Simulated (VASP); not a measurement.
Input for VASP

### INCAR
```
# general
SYSTEM   = CaS
PREC     = Accurate
ENCUT    = 520
LREAL    = .FALSE.   # projection in real space or not
LASPH    = .TRUE.

# electronic loop
EDIFF    = 1E-7   # SCF stop (eV)
NELM     = 100
ALGO     = Normal   # blocked Davidson

# smearing
ISMEAR   = 0   # Gaussian
SIGMA    = 0.05

# functional
GGA      = MK
LUSE_VDW = .TRUE.
AGGAC    = 0.0
PARAM1   = 0.1234568
PARAM2   = 0.7114
ZAB_VDW  = -1.8867

# ions
ISIF     = 2

# output
LWAVE    = .FALSE.
LCHARG   = .FALSE.
```

### POSCAR
```
CaS
1.0
  0.0000000000   2.7764688230   2.7764688230
  2.7764688230   0.0000000000   2.7764688230
  2.7764688230   2.7764688230   0.0000000000
Ca S
1 1
direct
  0.0000000000   0.0000000000   0.0000000000
  0.5000000000   0.5000000000   0.5000000000
```

**KPOINTS**
```
Automatic mesh
0
Gamma
8 8 8
0 0 0
```

POTCAR, in this order: Ca_sv S (PBE.64 set). Program: vasp_std.

Question: Translate this rev-vdW-DF2 calculation to Quantum ESPRESSO's pw.x.

Answer: One equivalent input (not run):
```
&CONTROL
  calculation = 'scf'
  pseudo_dir = './pseudo'
  outdir = './out'
  tprnfor = .true.
  tstress = .true.
/
&SYSTEM
  ibrav = 0
  nat = 2
  ntyp = 2
  ecutwfc = 68
  occupations = 'smearing'
  smearing = 'gaussian'
  degauss = 0.003675
  input_dft = 'vdw-df2-b86r'
/
&ELECTRONS
  conv_thr = 7.3e-09
  electron_maxstep = 100
/
ATOMIC_SPECIES
  Ca 40.078 Ca.upf
  S 32.060 S.upf
CELL_PARAMETERS angstrom
     0.0000000    2.7764688    2.7764688
     2.7764688    0.0000000    2.7764688
     2.7764688    2.7764688    0.0000000
ATOMIC_POSITIONS crystal
  Ca   0.0000000  0.0000000  0.0000000
  S    0.5000000  0.5000000  0.5000000
K_POINTS automatic
  8 8 8 0 0 0
```
Limits of the translation: the potentials are each code's own (VASP's PAW set, PseudoDojo norm-conserving files in pw.x), so ENCUT and ecutwfc are chosen apart and not converted; conv_thr bounds pw.x's estimated SCF error, while EDIFF bounds the energy change between steps.

The compound is CaS in the rock salt structure. This cell is one point of a volume scan, at 0.94 of the reference volume.
